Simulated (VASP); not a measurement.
Energy against volume of CaF2 (fluorite). These are PBE GGA with D4 dispersion, VASP's PBE PAW potentials (set 64) (plane waves; VASP) values and carry that method's errors. Settings: 520 eV cut-off, 7×7×7 Γ-centred mesh, Gaussian smearing of 0.050 eV, potentials Ca_sv F.

| V (Å³/atom) | E (eV/atom) |
|---|---|
| 12.946 | -5.86368 |
| 13.359 | -5.87539 |
| 13.773 | -5.87974 |
| 14.186 | -5.87758 |

Task: Fit these four points and predict the energy of the run at 14.599 Å³/atom.

Result: A cubic in V^(−2/3), the third-order Birch-Murnaghan form, passes through the four points with V0 = 13.83 Å³/atom and B0 = 83 GPa, and gives -5.8697 eV/atom there. The run gave -5.8702 eV/atom, -0.5 meV/atom from the fit; all five points give B0 = 80 GPa.

The compound is CaF2 in the fluorite structure. It was relaxed first.
